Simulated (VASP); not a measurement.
VASP runs on Zr (hcp) share one base input (PBE GGA, plane waves, VASP's PBE PAW potentials (set 64)) and change the settings named in each case.

### KPOINTS
```
Automatic mesh
0
Gamma
12 12 7
0 0 0
```

### INCAR
```
SYSTEM = Zr
PREC = Accurate
ENCUT = 400
EDIFF = 1E-6
NELM = 100
ALGO = Normal
LREAL = .FALSE.
LASPH = .TRUE.
ISMEAR = 1
SIGMA = 0.1
GGA = PE
LMAXMIX = 4
LWAVE = .FALSE.
LCHARG = .FALSE.
ISIF = 2
```

File POSCAR:
```
Zr
1
    1.6150000000    -2.7972620000     0.0000000000
    1.6150000000     2.7972620000     0.0000000000
    0.0000000000     0.0000000000     5.1500000000
Zr
2
Direct
  0.3333330000   0.6666670000   0.2500000000
  0.6666670000   0.3333330000   0.7500000000
```

POTCAR, in this order: Zr_sv (PBE.64 set). Program: vasp_std.

| change | E(σ→0) (eV/atom) | pressure (GPa) | −TS (eV) | irreducible k-points |
|---|---|---|---|---|
| base run | -8.5170 | 0.38 | -0.0012 | 76 |
| KPOINTS 3×3×2 Monkhorst-Pack mesh | -8.5346 | -0.50 | -0.0125 | 3 |
| KPOINTS 7×7×4 Monkhorst-Pack mesh | -8.5028 | 0.65 | -0.0018 | 16 |
| KPOINTS 9×9×5 Monkhorst-Pack mesh | -8.5214 | 0.42 | -0.0012 | 36 |
| KPOINTS 10×10×6 Monkhorst-Pack mesh | -8.5186 | 0.27 | 0.0000 | 90 |

Left out are runs that ran out of time, are held back, or changed the cell or the kind of run, fixed moments of cells without a moment, rows past the twelfth, gaps on odd meshes, pressures of charged cells and columns that move by less than the noise.

The compound is Zr in the hcp structure. The cell was not relaxed at this level.
